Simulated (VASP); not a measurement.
Set up this calculation in VASP 6.6.1, as the native input.

```
Task                   : band structure
Functional             : PBE
Potentials or basis    : VASP PAW PBE potentials, release 64 (Be, Zn, O)
Cutoff                 : 520 eV
k mesh                 : 6 × 6 × 6
Occupations            : gaussian, width 0.03 eV
Spin                   : no spin polarisation
Further INCAR settings : ALGO = Fast; EDIFF = 1e-07; NBANDS = 46
```

The structure of Be2ZnO3 lies in POSCAR:

```
Be2ZnO3
1.0
    4.3659700000     -2.5090900000      0.0000000000
    4.3659700000      2.5090900000      0.0000000000
    0.0000000000      0.0000000000      4.6365100000
Be Zn O
4 2 6
Direct
    0.5140700000      0.8336680000      0.5050230000
    0.8336680000      0.5140700000      0.0050230000
    0.1663320000      0.4859300000      0.5050230000
    0.4859300000      0.1663320000      0.0050230000
    0.1798620000      0.8201380000      0.9954440000
    0.8201380000      0.1798620000      0.4954440000
    0.5489540000      0.8359660000      0.8646060000
    0.1640340000      0.4510460000      0.8646060000
    0.7830510000      0.2169490000      0.9300950000
    0.8359660000      0.5489540000      0.3646060000
    0.4510460000      0.1640340000      0.3646060000
    0.2169490000      0.7830510000      0.4300950000
```

The cell was built by a generator and needn't be a form met in nature.

The input as run:

INCAR

```
PREC = Accurate ; ENCUT = 520
EDIFF = 1E-7 ; ISMEAR = 0
SIGMA = 0.03 ; LREAL = F
LASPH = T ; NELM = 60
ALGO = Fast ; ISIF = 2
LWAVE = F ; LCHARG = F
GGA = PE ; NBANDS = 46
```

KPOINTS

```
regular mesh
0
Gamma
  6 6 6
```

KPOINTS_OPT

```
path GXSRAZGYX1A1TY,ZT
10
line-mode
reciprocal
 0.0000000000  0.0000000000  0.0000000000  G
 0.3325678533 -0.3325678533  0.0000000000  X

 0.3325678533 -0.3325678533  0.0000000000  X
 0.0000000000 -0.5000000000  0.0000000000  S

 0.0000000000 -0.5000000000  0.0000000000  S
 0.0000000000 -0.5000000000 -0.5000000000  R

 0.0000000000 -0.5000000000 -0.5000000000  R
 0.3325678533 -0.3325678533 -0.5000000000  A

 0.3325678533 -0.3325678533 -0.5000000000  A
 0.0000000000  0.0000000000 -0.5000000000  Z

 0.0000000000  0.0000000000 -0.5000000000  Z
 0.0000000000  0.0000000000  0.0000000000  G

 0.0000000000  0.0000000000  0.0000000000  G
-0.5000000000 -0.5000000000  0.0000000000  Y

-0.5000000000 -0.5000000000  0.0000000000  Y
-0.3325678533 -0.6674321467  0.0000000000  X1

-0.3325678533 -0.6674321467  0.0000000000  X1
-0.3325678533 -0.6674321467 -0.5000000000  A1

-0.3325678533 -0.6674321467 -0.5000000000  A1
-0.5000000000 -0.5000000000 -0.5000000000  T

-0.5000000000 -0.5000000000 -0.5000000000  T
-0.5000000000 -0.5000000000  0.0000000000  Y

 0.0000000000  0.0000000000 -0.5000000000  Z
-0.5000000000 -0.5000000000 -0.5000000000  T
```

Potentials or basis: VASP PAW PBE potentials, release 64 (Be, Zn, O).

Command:

```bash
$ cat potpaw_PBE.64/Be/POTCAR potpaw_PBE.64/Zn/POTCAR potpaw_PBE.64/O/POTCAR > POTCAR
$ mpirun -np 1 vasp_std > vasp.out
```

It gave:

```
Pressure                : 0.0 GPa
Largest force           : 0.004 eV/Å
Band gap on the k mesh  : 3.71 eV, indirect (least direct gap 3.74 eV)
Band gap along the path : 3.71 eV, indirect (least direct gap 3.74 eV)
```

Wall time 5.3 min on 1 thread of Intel(R) Xeon(R) 6975P-C (Granite Rapids) (shared host), peak memory 0.47 GiB.
